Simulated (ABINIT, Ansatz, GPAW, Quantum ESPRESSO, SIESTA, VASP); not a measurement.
## One calculation of Sn3Se, 6 ways

```
Sn Se
1.0
     0.00000    3.73314    3.73314
     3.73314    0.00000    3.73314
     3.73314    3.73314    0.00000
Sn Se
3 1
Cartesian
  3.7331 3.7331 3.7331
  5.5997 5.5997 5.5997
  1.8666 1.8666 1.8666
  0.0000 0.0000 0.0000
```

The cell comes from a database or a generator and needn't be the stable form of this composition.

Alike in all runs: task single point; functional PBEsol; k mesh 6 × 6 × 6; occupations fermi-dirac, width 0.05 eV; no spin polarisation; no spin-orbit coupling. A missing gap at this level doesn't show that the real crystal is a metal. Pressure is positive in compression and, in plane waves, holds the error of the finite cutoff.

```csv
program and potentials,plane-wave cutoff (eV),notes,band gap (eV),pressure (GPa)
"ABINIT, PseudoDojo NC SR PBEsol v0.4.1 standard",1170,14.5 valence electrons an atom on average,no gap,-3.10
"Quantum ESPRESSO, GBRV 1.5 PBEsol",925,12 valence electrons an atom on average,no gap,-3.41
"GPAW, PAW data sets generated for this functional",600,12 valence electrons an atom on average,?,?
"Ansatz, all-electron LAPW, scalar-relativistic",-,-,no gap,-3.19
"VASP, PBE PAW files Se, Sn_d, 520 eV",520,potentials made for PBE; 12 valence electrons an atom on average,no gap,-3.21
"SIESTA, files PseudoDojo sr-pbesol-0.4.1-standard, DZP (energy shift 0.003 Ry; two zetas on semicore shells)",-,atomic basis; 14.5 valence electrons an atom on average,no gap,-2.19
```

Estimate from the other rows what the run with GPAW, PAW data sets generated for this functional gave.

No band gap; pressure -3.40 GPa. The other rows, which needn't bracket it: pressure -3.41 to -2.19.
